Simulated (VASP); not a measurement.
OSZICAR of a VASP run on TeRh (a trial cell in the CsCl structure, space group Pm-3m):

### OSZICAR
```
       N       E                     dE             d eps       ncg     rms          rms(c)
DAV:   1     0.115944764829E+03    0.11594E+03   -0.10452E+04 11164   0.115E+03
DAV:   2    -0.759369651867E+01   -0.12354E+03   -0.12145E+03 11188   0.313E+02
DAV:   3    -0.103493939001E+02   -0.27557E+01   -0.27292E+01 11346   0.486E+01
DAV:   4    -0.103750033884E+02   -0.25609E-01   -0.25602E-01 11506   0.496E+00
DAV:   5    -0.103754697658E+02   -0.46638E-03   -0.46637E-03 11578   0.630E-01    0.156E+01
DAV:   6    -0.102888980133E+02    0.86572E-01   -0.74586E-02 10132   0.239E+00    0.928E+00
DAV:   7    -0.102615688975E+02    0.27329E-01   -0.10683E-01 10258   0.279E+00    0.128E+00
DAV:   8    -0.102604863120E+02    0.10826E-02   -0.48048E-03 10744   0.711E-01    0.426E-01
DAV:   9    -0.102602778952E+02    0.20842E-03   -0.10082E-03 10354   0.228E-01    0.150E-01
DAV:  10    -0.102601998388E+02    0.78056E-04   -0.27415E-04 10660   0.172E-01    0.101E-01
DAV:  11    -0.102602003235E+02   -0.48476E-06   -0.52217E-06 10538   0.196E-02
   1 F= -.10260200E+02 E0= -.10258799E+02  d E =-.280318E-02
```

Q: Which electronic solver shows in the log?

A: It is blocked Davidson (ALGO = Normal, or the opening steps of other solvers). The INCAR had ALGO = Normal.

Q: Can the final energy be trusted as converged?

A: The run converged. It stopped with EDIFF = 1E-6, NELM = 100 (PBE GGA, plane waves, VASP's PBE PAW potentials (set 64)).

The structure was generated: TeRh was put into the CsCl type (Pm-3m), which need not be its known phase. The cell was not relaxed at this level. The run is one of a series of settings (ISYM = -1 against the base run), some of them coarse on purpose. The electron count is odd and the run is not spin-polarised, which forces a metal.
